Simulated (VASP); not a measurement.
Given:

```xyz
4
Lattice="3.4842 0.0000 0.0000 0.0000 3.4842 0.0000 0.0000 0.0000 3.4842" Properties=species:S:1:pos:R:3 pbc="T T T"
Fe     0.0000     0.0000     0.0000
Ni     0.0000     1.7421     1.7421
Ni     1.7421     0.0000     1.7421
Ni     1.7421     1.7421     0.0000
```
Starting moments (μB, in the order of the record's atoms Fe Ni Ni Ni): 2.8 0.6 0.6 0.6.

The numbers are results of PBEsol GGA, VASP's PBE PAW potentials (set 64) (plane waves; VASP), not measurements. Settings: 480 eV cut-off, 8×8×8 Γ-centred mesh, first-order Methfessel-Paxton smearing of 0.10 eV, potentials Fe Ni.

Predict the cell moment, energy per atom (σ→0), band gap (on the k-mesh) with the smallest direct gap where there is one.

```yaml
band gap (on the k-mesh): none (metal, semimetal or under 0.01 eV)
cell_moment: 4.63 μB
energy per atom (σ→0): -6.909 eV/atom
```

Give the moment on each site (PAW-sphere projection).

```tsv
site	moment (μB)
Fe1	2.83
Ni2	0.60
Ni3	0.60
Ni4	0.60
```

Total energies compare only between runs with the same potentials, cut-off and functional.

The compound is Ni3Fe in the L1_2 structure. It was relaxed first, which changed the volume by -5 %.
